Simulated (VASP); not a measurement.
Here is the system:

```
CELL_PARAMETERS angstrom
      0.00000     2.76019     2.76019
      2.76019     0.00000     2.76019
      2.76019     2.76019     0.00000
ATOMIC_POSITIONS crystal
  Ta 0.00000 0.00000 0.00000
  P  0.25000 0.25000 0.25000
```

All values below come from PBEsol GGA, VASP's PBE PAW potentials (set 64) (plane waves; VASP). Run with 400 eV cut-off, Gaussian smearing of 0.050 eV, potentials Ta_pv P.

Unless said otherwise, spin-orbit coupling is left out, though it shifts the bands of the heavy elements here.

Q: Estimate the band gap (along the path) with the smallest direct gap where there is one.

A: 
- band gap (along the path) = none (metal, semimetal or under 0.01 eV)

Only differences to runs with the same potentials and settings are physical.

The structure was generated: TaP was put into the zinc blende type (F-43m), which need not be its known phase. It was relaxed first, which changed the volume by -36 %.
